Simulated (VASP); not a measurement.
Consider the following.

```
NiSi2
1.0
    0.00000     2.63413     2.63413
    2.63413     0.00000     2.63413
    2.63413     2.63413     0.00000
Si Ni
2 1
Direct
  0.25000   0.25000   0.25000
  0.75000   0.75000   0.75000
  0.00000   0.00000   0.00000
```

Level of theory: r2SCAN+rVV10, VASP's PBE PAW potentials (set 64) (plane waves; VASP 6.6.1). Settings: 520 eV cut-off, 10×10×10 Γ-centred mesh, first-order Methfessel-Paxton smearing of 0.10 eV, potentials Si Ni.

Give the stress tensor in GPa (positive for a compressed cell).

```
11.46   0.00   0.00
 0.00  11.46   0.00
 0.00   0.00  11.46
```
The pressure is its mean diagonal, 11.46 GPa.

The compound is NiSi2 in the fluorite structure. This cell is one point of a volume scan, at 0.94 of the reference volume. The run is not spin-polarised, so no magnetic state was tried.
